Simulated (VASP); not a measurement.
All values below come from PBE GGA, VASP's PBE PAW potentials (set 64) (plane waves; VASP 6.6.1).

VASP input:

POSCAR:
```
Co
1
    2.4922663284    -0.0000000000     0.0000000000
   -1.2461331642     2.1583661849    -0.0000000000
    0.0000000000    -0.0000000000     4.0282941794
Co
2
Direct
  0.6666670000   0.3333330000   0.7500000000
  0.3333330000   0.6666670000   0.2500000000
```

File KPOINTS:
```
Regular mesh
0
G
 15 15 8
0 0 0
```

INCAR:
```
ALGO = Normal
EDIFF = 1E-6
EDIFFG = -0.01
ENCUT = 480
GGA = PE
IBRION = 2
ISIF = 3
ISMEAR = 1
ISPIN = 2
LASPH = T
LCHARG = F
LMAXMIX = 4
LORBIT = 10
LREAL = F
LWAVE = F
MAGMOM = 2*1.6
NELM = 100
NSW = 60
PREC = Accurate
SIGMA = 0.1
SYSTEM = Co
```

POTCAR, in this order: Co (PBE.64 set). Program: vasp_std.

Problem. Predict the energy per atom (σ→0), cell moment, band gap (on the k-mesh).

Solution. 
```json
{
 "energy per atom (σ→0)": "-7.037 eV/atom",
 "cell_moment": "3.25 μB",
 "band gap (on the k-mesh)": "none (metal, semimetal or under 0.01 eV)"
}
```

File OSZICAR:
```
...
DAV:   7    -0.141039338879E+02    0.40505E+00   -0.19178E+00  9052   0.273E+01    0.385E+00
DAV:   8    -0.140883998603E+02    0.15534E-01   -0.22029E-02 11048   0.169E+00    0.190E+00
DAV:   9    -0.140726373373E+02    0.15763E-01   -0.57007E-03 11964   0.132E+00    0.627E-01
DAV:  10    -0.140731831059E+02   -0.54577E-03   -0.16551E-03 11118   0.602E-01    0.141E-01
DAV:  11    -0.140731170111E+02    0.66095E-04   -0.69422E-05 11133   0.116E-01    0.278E-02
DAV:  12    -0.140731134133E+02    0.35978E-05   -0.53142E-06  9000   0.246E-02    0.154E-02
DAV:  13    -0.140731127317E+02    0.68162E-06   -0.20401E-06  6379   0.226E-02
   1 F= -.14073113E+02 E0= -.14073200E+02  d E =-.140731E+02  mag=     3.2468
```

The compound is Co in the hcp structure. It was relaxed first. The start is the result of an earlier pass.
